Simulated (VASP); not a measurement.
Consider the following.

```
CELL_PARAMETERS angstrom
      4.31917     0.00000     0.00000
      0.00000     4.31917     0.00000
      0.00000     0.00000     4.31917
ATOMIC_POSITIONS crystal
  Cs 0.00000 0.00000 0.00000
  I  0.50000 0.50000 0.50000
```

Calculation: LDA (Ceperley-Alder, Perdew-Zunger), VASP's LDA PAW potentials (set 64) (plane waves; VASP 6.6.1). Settings: 520 eV cut-off, 6×6×6 Γ-centred mesh, Gaussian smearing of 0.050 eV, potentials Cs_sv I.

Q: Give the stress tensor in GPa (positive for a compressed cell).

A: 
```
1.22  0.00  0.00
0.00  1.22  0.00
0.00  0.00  1.22
```
The pressure is its mean diagonal, 1.22 GPa.

The compound is CsI in the CsCl type structure. This cell is one point of a volume scan, at 0.94 of the reference volume.
